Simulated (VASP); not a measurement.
Consider the following.

```
CELL_PARAMETERS angstrom
      4.07915     0.00000     0.00000
      0.00000     4.07915     0.00000
      0.00000     0.00000     9.06297
ATOMIC_POSITIONS crystal
  Dy 0.00000 0.50000 0.00000
  Dy 0.50000 0.00000 0.50000
  Bi 0.00000 0.00000 0.25000
  Bi 0.00000 0.00000 0.75000
```

Method: PBEsol GGA, VASP's PBE PAW potentials (set 64) (plane waves; VASP 6.6.1). Settings: 480 eV cut-off, 6×6×4 Γ-centred mesh, Gaussian smearing of 0.050 eV, potentials Dy_3 Bi_d.

The 4f electrons are frozen in the core of the lanthanide potential, so 4f levels, which can set the real gap, and their magnetism are missing. Energy and stress use the plane-wave basis of the starting cell.

Question: The ions, cell shape and volume at an external pressure of 2.0 GPa are relaxed. What does this cell relax into?

Answer: 
```
CELL_PARAMETERS angstrom
      4.00138     0.00000     0.00000
      0.00000     4.00138     0.00000
      0.00000     0.00000     8.98689
ATOMIC_POSITIONS crystal
  Dy 0.00000 0.50000 0.00000
  Dy 0.50000 0.00000 0.50000
  Bi 0.00000 0.00000 0.25000
  Bi 0.00000 0.00000 0.75000
```
Space group P4_2/mmc (131), at a tolerance of 0.03 Å.

Question: How do energy and volume change from the first to the last step?

Answer: The energy (σ→0) changes by +11.5 meV/atom and the volume by -4.6 %, in 5 ionic steps.

```csv
step,E(σ→0) (eV),max force (eV/Å),pressure (GPa),volume (Å³)
1,-18.6472,0.000,0.05,150.80
2,-18.5407,0.000,3.58,141.03
3,-18.6142,0.000,1.93,145.16
4,-18.6106,0.000,1.95,144.71
5,-18.6014,0.000,2.01,143.89
```

The structure was generated: DyBi was put into the PtS type (P4_2/mmc), which need not be its known phase. This run relaxes it under an external pressure of 2 GPa. Symmetry was kept, so distortions that lower it aren't found.
